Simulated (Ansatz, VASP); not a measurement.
# Cross-check of Ba2CuP2O8 between VASP and Ansatz, part 4 of 5

One calculation is typed for both programs; each brings its own data sets. How far apart do they land? The cell is taken from a series of runs on this material, whose earlier steps may have relaxed, scaled, displaced or heated it; both programs get it as it stands. Valence electrons are named where the data sets of a main pair hold unlike numbers.

VASP 6.6.1 and Ansatz 0.2.0.

So far. Step 4 (Side by side): The forces differ by 85 meV/Å r.m.s., which is 59.7 % of the r.m.s. force of 0.142 eV/Å (both taken over all components). A gap on the mesh is an upper bound, since the band edges may lie between its points.

### Step 7. VASP: electric field gradients, PBEsol, DFT+U

Level of this step: PBEsol, DFT+U (Cu d 5 eV), spin-polarised from a ferromagnetic start; plane waves and PAW (Ba_sv, Cu, P, O) (VASP).

The same cell, functional, mesh and smearing now go to VASP, with its own data sets.

INCAR

```
SYSTEM = Ba2CuP2O8
PREC = Accurate
ENCUT = 520
EDIFF = 1E-06
NELM = 100
ISMEAR = -1
SIGMA = 0.05
LREAL = .FALSE.
ALGO = Normal
GGA = PS
NBANDS = 65
ISPIN = 2
MAGMOM = 0 0 0.65 0 0 0.02 0 0 0.02 0.06 0.06 0.06 0.06
LDAU = .TRUE.
LDAUTYPE = 2
LDAUL = -1 2 -1 -1
LDAUU = 0 5 0 0
LDAUJ = 0 0 0 0
LDAUPRINT = 1
LASPH = .TRUE.
LMAXMIX = 4
LORBIT = 11
LWAVE = .FALSE.
LCHARG = .FALSE.
KPAR = 2
NCORE = 2
ISIF = 2
LEFG = .TRUE.
```

POSCAR

```
Ba2CuP2O8
1.0
    6.1174097331     -2.5716895800      0.0000000000
    6.1174097331      2.5716895800      0.0000000000
   -1.8716624189      0.0000000000      6.6578749769
Ba Cu P O
2 1 2 8
Direct
    0.1735879700      0.1735879700      0.2151529900
    0.8264120300      0.8264120300      0.7848470100
    0.5000000000      0.5000000000      0.5000000000
    0.1327321400      0.1327321400      0.7013890000
    0.8672678600      0.8672678600      0.2986110000
    0.2542845000      0.2542845000      0.8405376300
    0.9531413700      0.9531413700      0.1770632000
    0.0468586300      0.0468586300      0.8229368000
    0.7457155000      0.7457155000      0.1594623700
    0.3648369700      0.8775571000      0.5631354200
    0.1224429000      0.6351630300      0.4368645800
    0.6351630300      0.1224429000      0.4368645800
    0.8775571000      0.3648369700      0.5631354200
```

KPOINTS

```
Automatic mesh
0
Gamma
3 3 3
0 0 0
```

The projector-augmented-wave data sets are Ba_sv, Cu, P and O (PBE family, release 64).

Command:

```bash
mpirun -np 4 vasp_std
```

Numbers of over 12 decimals in the logs are rounded to 6 here.

The program printed:

```text
[banner, memory and clock lines left out]
running    4 mpi-ranks, on    1 nodes
[...]
|                                                                             |
|               ----> ADVICE to this user running VASP <----                  |
|                                                                             |
|     You enforced a specific xc type in the INCAR file but a different       |
|     [... a line on the potential file left out ...]
|     I HOPE YOU KNOW WHAT YOU ARE DOING!                                     |
|                                                                             |

 LDA part: xc-table for (Slater+PW92), standard interpolation
 POSCAR, INCAR and KPOINTS ok, starting setup
[...]
entering main loop
       N       E                     dE             d eps       ncg     rms          rms(c)
DAV:   1     0.905366580960E+03    0.90537E+03   -0.40767E+04  2600   0.136E+03
DAV:   2     0.180304096833E+02   -0.88734E+03   -0.80809E+03  2932   0.357E+02
[...]
0.0000000   -24.1129510   -53.3461305    11.6026294     2.7517373    22.9291516
     0.0000293   -24.1129450   -53.3461161    11.6026264     2.7517366    22.9291452
     0.0000403   -24.1129409   -53.3461065    11.6026245     2.7517361    22.9291410
     0.0000555   -24.1129340   -53.3460901    11.6026211     2.7517352    22.9291337
     0.0000765   -24.1129224   -53.3460625    11.6026154     2.7517338    22.9291214

ion  13
     0.0000000     8.1504257    15.4763968     3.8276845     0.8169590     6.0726726
     0.0000293     8.1504256    15.4763967     3.8276844     0.8169590     6.0726726
     0.0000403     8.1504255    15.4763966     3.8276844     0.8169590     6.0726725
     0.0000555     8.1504254    15.4763963     3.8276844     0.8169589     6.0726724
     0.0000765     8.1504252    15.4763959     3.8276843     0.8169589     6.0726722

     0.0000000    24.1129510    53.3461305    11.6026294     2.7517373    22.9291516
     0.0000293    24.1129450    53.3461161    11.6026264     2.7517366    22.9291452
     0.0000403    24.1129409    53.3461065    11.6026245     2.7517361    22.9291410
     0.0000555    24.1129340    53.3460901    11.6026211     2.7517352    22.9291337
     0.0000765    24.1129224    53.3460625    11.6026154     2.7517338    22.9291214

   1 F= -.92836327E+02 E0= -.92836327E+02  d E =-.544125E-08  mag=     1.0000
```

From OUTCAR (step 7):

```text
  Total        0.6064796      0.4498186      1.0249289      0.0000000      0.0000000     -0.4975125
  in kB        4.6384728      3.4402993      7.8388541      0.0000000      0.0000000     -3.8050718
  external PRESSURE =       5.3058754 kB  Pullay stress =       0.0000000 kB

 POSITION                                       TOTAL-FORCE (eV/Angst)
 -----------------------------------------------------------------------------------
      1.72112      0.00000      1.43246         0.015000      0.000000     -0.001686
      8.64203      0.00000      5.22541        -0.015000      0.000000      0.001686
      5.18158      0.00000      3.32894         0.000000      0.000000      0.000000
      0.31119      0.00000      4.66976        -0.051436      0.000000     -0.097424
     10.05197      0.00000      1.98811         0.051436      0.000000      0.097424
      1.53792      0.00000      5.59619         0.474671      0.000000      0.338453
     11.33011      0.00000      1.17886         0.609687      0.000000     -0.424014
     -0.96695      0.00000      5.47901        -0.609687      0.000000      0.424014
      8.82523      0.00000      1.06168        -0.474671      0.000000     -0.338453
      6.54623      1.31856      3.74929        -0.008421     -0.544891     -0.348985
      3.81692      1.31856      2.90859         0.008421     -0.544891      0.348985
      3.81692     -1.31856      2.90859         0.008421      0.544891      0.348985
      6.54623     -1.31856      3.74929        -0.008421      0.544891     -0.348985
 -----------------------------------------------------------------------------------
    total drift:                               -0.000000      0.000000      0.000000

  FREE ENERGIE OF THE ION-ELECTRON SYSTEM (eV)
  ---------------------------------------------------
  free  energy   TOTEN  =       -92.8363270824 eV

  energy  without entropy=      -92.8363270769  energy(sigma->0) =      -92.83632708

 magnetization (x)
# of ion       s       p       d       tot
------------------------------------------
    1       -0.000   0.000   0.000   0.000
    2       -0.000   0.000   0.000   0.000
    3       -0.003  -0.001   0.698   0.694
    4        0.000   0.002   0.000   0.002
    5        0.000   0.002   0.000   0.002
    6        0.000   0.015   0.000   0.015
    7       -0.000   0.001   0.000   0.001
    8       -0.000   0.001   0.000   0.001
    9        0.000   0.015   0.000   0.015
   10        0.005   0.053   0.000   0.059
   11        0.005   0.053   0.000   0.059
   12        0.005   0.053   0.000   0.059
   13        0.005   0.053   0.000   0.059
--------------------------------------------------
tot          0.019   0.246   0.698   0.964

[... 2 parts as in an earlier step ...]

[... 1 further part left out ...]
[key lines of the parts left out:]
E-fermi :   1.9186
```

The PAW data sets were made with PBE, which is usual practice but a small mismatch for other functionals.

### Step 8. Side by side

What differs besides the data sets and the points named for the pairs above, as far as they apply: the data sets hold 97 valence electrons in Ansatz (on its default PAW (the set named soft_2) files) and 89 in VASP; Ansatz makes its cores anew for this functional, VASP keeps those of its PBE data sets. Total energies have different zeros and are not compared.

Both answers:

```tsv
quantity	Ansatz	VASP	difference
total moment (μB)	1.00	1.00	0.00
moment on Cu3 (μB)	0.65	0.69	-0.04
moment on O12 (μB)	0.06	0.06	0.00
moment on O11 (μB)	0.06	0.06	0.00
moment on O10 (μB)	0.06	0.06	0.00
moment on O13 (μB)	0.06	0.06	0.00
Vzz at Ba1 (V/Å²)	-53.3	-56.3	+2.9
Vzz at Ba2 (V/Å²)	-53.3	-56.3	+2.9
Vzz at Cu3 (V/Å²)	-78.8	-113.5	+34.7
Vzz at P4 (V/Å²)	-17.5	-20.1	+2.5
Vzz at P5 (V/Å²)	-17.5	-20.1	+2.5
Vzz at O6 (V/Å²)	68.8	68.2	+0.6
Vzz at O7 (V/Å²)	71.6	69.5	+2.1
Vzz at O8 (V/Å²)	71.6	69.5	+2.1
Vzz at O9 (V/Å²)	68.8	68.2	+0.6
Vzz at O10 (V/Å²)	85.8	83.8	+1.9
```

Forces on 7 of the 13 atoms, those with the largest forces and the largest differences (eV/Å; atoms numbered as in POSCAR):

```tsv
atom	Ansatz x, y, z	VASP x, y, z
O6	0.471, 0.000, 0.307	0.475, 0.000, 0.338
O7	0.648, 0.000, -0.464	0.610, 0.000, -0.424
O8	-0.648, 0.000, 0.464	-0.610, 0.000, 0.424
O10	0.197, -0.408, -0.307	-0.008, -0.545, -0.349
O11	-0.197, -0.408, 0.307	0.008, -0.545, 0.349
O12	-0.197, 0.408, 0.307	0.008, 0.545, 0.349
O13	0.197, 0.408, -0.307	-0.008, 0.545, -0.349
```

The forces differ by 83 meV/Å r.m.s., which is 27.9 % of the r.m.s. force of 0.299 eV/Å (both taken over all components).

### Step 9. Ansatz: electric field gradients, LDA

Field gradients test the density near the nuclei, where the PAW reconstruction matters most.

The cell is taken from a series of runs on this material, whose earlier steps may have relaxed, scaled, displaced or heated it; both programs get it as it stands.

input.yaml

```yaml
crystal:
  lattice:
    - [6.1174097331, -2.57168958, 0.0]
    - [6.1174097331, 2.57168958, 0.0]
    - [-1.8716624189, 0.0, 6.6578749769]
  atoms:
    - { symbol: Ba, position: [0.17358797, 0.17358797, 0.21515299] }
    - { symbol: Ba, position: [0.82641203, 0.82641203, 0.78484701] }
    - { symbol: Cu, position: [0.5, 0.5, 0.5], spin: 1.0 }
    - { symbol: P, position: [0.13273214, 0.13273214, 0.701389] }
    - { symbol: P, position: [0.86726786, 0.86726786, 0.298611] }
    - { symbol: O, position: [0.2542845, 0.2542845, 0.84053763] }
    - { symbol: O, position: [0.95314137, 0.95314137, 0.1770632] }
    - { symbol: O, position: [0.04685863, 0.04685863, 0.8229368] }
    - { symbol: O, position: [0.7457155, 0.7457155, 0.15946237] }
    - { symbol: O, position: [0.36483697, 0.8775571, 0.56313542] }
    - { symbol: O, position: [0.1224429, 0.63516303, 0.43686458] }
    - { symbol: O, position: [0.63516303, 0.1224429, 0.43686458] }
    - { symbol: O, position: [0.8775571, 0.36483697, 0.56313542] }
magnetization:
  spin_polarized: true
kpoints:
  mp_grid: { grid: [3, 3, 3] }
scf:
  lower_state_search: "off"
  occupations: { method: fermi_dirac, width: 0.01 }
hamiltonian:
  xc: lda
output:
  efg:
    contact_densities: true
    quadrupole_moments_barn: { Ba: 0.236, Cu: -0.22, O: -0.02558 }
  forces: true
  eigenstates:
    nscf_kmesh: { grid: [3, 3, 3] }
    top_band: c81
    magnetocrystalline_anisotropy:
      directions: [[1, 0, 0], [0, 1, 0], [0, 0, 1], [1, 1, 0], [1, 0, 1], [0, 1, 1]]
```

Command:

```bash
ansatz run input.yaml --threads 4 --pin off --max-ram 9216MiB --backend cpu --events-out ev --progress --plain --runs-dir out
```

The program printed:

```text
[...]
Crystal: 13 atoms, lattice volume = 209.484 Å³
Basis set: ecut = 420 eV, 4103 PW (Γ)
Bands: 62, of which v1, the nominal top of the filled ones, is band 49 counted from 1 (48 counted from 0)
Symmetry: 4 space group operations
[...]
k-points: 10 of 27
[...]
Starting moments: Σ|m| = 1 μB on 1 of 13 sites
[...]
k-point 0 ↑: bands = [... 45 lower, 4.1383, 4.1462, 4.5448, 5.5161, 9.0238, 10.4189, 11.4414, 11.8858, ... 9 higher]
  k-point 1 ↑: bands = [... 45 lower, 4.1035, 4.1972, 4.6258, 5.5249, 9.5455, 10.2919, 11.1893, 11.6818, ... 9 higher]
  k-point 2 ↑: bands = [... 45 lower, 4.1565, 4.2115, 4.4513, 5.1935, 10.1732, 10.8550, 11.2099, 11.3897, ... 9 higher]
  k-point 9 ↓: bands = [... 45 lower, 4.3471, 4.4863, 4.7452, 6.0881, 10.1862, 10.9096, 11.3556, 11.6415, ... 9 higher]
[key lines of the parts left out:]
SCF converged after 19 iterations
Magnetization: 1.0000 μB (49.0000 up, 48.0000 down)
Free energy (F): -24021.145455 eV
Fermi energy:    5.828258 eV
```

### Step 10. VASP: electric field gradients, LDA

The same cell, functional (in two slightly different forms), mesh and smearing now go to VASP, with its own data sets.

INCAR

```
SYSTEM = Ba2CuP2O8
PREC = Accurate
ENCUT = 520
EDIFF = 1E-06
NELM = 100
ISMEAR = -1
SIGMA = 0.01
LREAL = .FALSE.
ALGO = Normal
GGA = CA
NBANDS = 65
ISPIN = 2
MAGMOM = 0 0 0.6 0 0 0.02 0 0 0.02 0.07 0.07 0.07 0.07
LASPH = .TRUE.
LMAXMIX = 4
LORBIT = 11
LWAVE = .FALSE.
LCHARG = .FALSE.
KPAR = 2
NCORE = 2
ISIF = 2
LEFG = .TRUE.
```

POSCAR is that of step 7.

KPOINTS is that of step 7.

Potentials, in the order of the species: Ba_sv, Cu, P and O (LDA family, release 64).

Command:

```bash
mpirun -np 4 vasp_std
```

The program printed:

```text
[... set-up lines as in an earlier step ...]
 entering main loop
       N       E                     dE             d eps       ncg     rms          rms(c)
DAV:   1     0.903801450672E+03    0.90380E+03   -0.40499E+04  2600   0.136E+03
DAV:   2     0.498921184356E+01   -0.89881E+03   -0.81209E+03  2978   0.358E+02
DAV:   3    -0.109061140674E+03   -0.11405E+03   -0.11118E+03  3354   0.145E+02
DAV:   4    -0.114486859750E+03   -0.54257E+01   -0.53878E+01  4104   0.312E+01
[...]
DAV:  16    -0.992977509571E+02   -0.68944E-05   -0.46991E-06  3208   0.130E-02    0.773E-03
DAV:  17    -0.992977533758E+02   -0.24187E-05   -0.99307E-07  2352   0.104E-02    0.303E-03
DAV:  18    -0.992977537550E+02   -0.37923E-06   -0.90754E-07  2384   0.727E-03
ion   1
     0.0000000     0.0000000    -0.0000000    -0.0723681     0.3884568     0.5019126
     0.0000600     0.0000000    -0.0000000    -0.0723681     0.3884568     0.5019126
     0.0000826     0.0000000    -0.0000000    -0.0723681     0.3884568     0.5019126
     0.0001137     0.0000000    -0.0000000    -0.0723681     0.3884568     0.5019126
[...]
0.0000000   -33.3947430   -53.0997855    17.5244918     3.9619719    22.3947589
     0.0000293   -33.3947348   -53.0997713    17.5244874     3.9619708    22.3947527
     0.0000403   -33.3947292   -53.0997618    17.5244845     3.9619702    22.3947485
     0.0000555   -33.3947198   -53.0997456    17.5244795     3.9619690    22.3947414
     0.0000765   -33.3947040   -53.0997184    17.5244712     3.9619670    22.3947295

ion  13
     0.0000000    11.3261898    15.1876819     5.8506144     1.2274000     5.7697246
     0.0000293    11.3261897    15.1876818     5.8506144     1.2274000     5.7697246
     0.0000403    11.3261897    15.1876817     5.8506144     1.2273999     5.7697245
     0.0000555    11.3261895    15.1876815     5.8506143     1.2273999     5.7697244
     0.0000765    11.3261892    15.1876810     5.8506141     1.2273999     5.7697242

     0.0000000    33.3947430    53.0997855    17.5244918     3.9619719    22.3947589
     0.0000293    33.3947348    53.0997713    17.5244874     3.9619708    22.3947527
     0.0000403    33.3947292    53.0997618    17.5244845     3.9619702    22.3947485
     0.0000555    33.3947198    53.0997456    17.5244795     3.9619690    22.3947414
     0.0000765    33.3947040    53.0997184    17.5244712     3.9619670    22.3947295

   1 F= -.99297754E+02 E0= -.99296250E+02  d E =-.300755E-02  mag=     0.3343
```

[end of part 4 of 5]

[Lines on the potential files, build, host, timing and source positions are cut from VASP's logs without a mark.]

[Logs are printed without paths, hosts, clocks, repeated set-up lines and the standing remarks that a program may print on its own settings, such as how far it seeks lower states.]

[Hosts, paths, dates, database ids (printed as entryN), source tags and the programs' standing remarks are cut or masked in the printed files.]
